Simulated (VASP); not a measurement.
The system is Sn.

```xyz
2
Lattice="0.0000 3.2333 3.2333 3.2333 0.0000 3.2333 3.2333 3.2333 0.0000" Properties=species:S:1:pos:R:3 pbc="T T T"
Sn    0.0000    0.0000    0.0000
Sn    1.6167    1.6167    1.6167
```

This isn't the form of Sn at room conditions, which is tetragonal (white tin).

```yaml
Program: VASP 6.6.1
Task: relaxation of cell and atoms
Functional: r2SCAN
Potentials_or_basis: VASP PAW PBE potentials, release 64 (Sn_d)
Cutoff: 600 eV
k_mesh: 10 × 10 × 10
Occupations: gaussian, width 0.03 eV
Spin: no spin polarisation
```

At the start: pressure 2.2 GPa; volume 33.80 Å³/atom.

Task: How do energy, volume and symmetry change on relaxing?

Result: Over 3 steps the energy falls by 10.4 meV/atom and the volume is 35.38 Å³/atom (+4.7 %); space group Fd-3m (No. 227, to 0.05 Å).

The path:
| step | energy change (eV) | largest force (eV/Å) | pressure (GPa) | volume (Å³) |
| --- | --- | --- | --- | --- |
| 1 | 0.0000 | 0.0000 | 2.20 | 67.61 |
| 2 | -0.0168 | 0.0000 | -0.85 | 72.24 |
| 3 | -0.0208 | 0.0000 | -0.01 | 70.76 |

Final structure:
```
CELL_PARAMETERS angstrom
0.00000 3.28292 3.28292
3.28292 0.00000 3.28292
3.28292 3.28292 0.00000
ATOMIC_POSITIONS crystal
Sn 0.00000 0.00000 0.00000
Sn 0.25000 0.25000 0.25000
```

Caveat: the PAW data sets were made with another functional, which shifts forces and pressure a little.
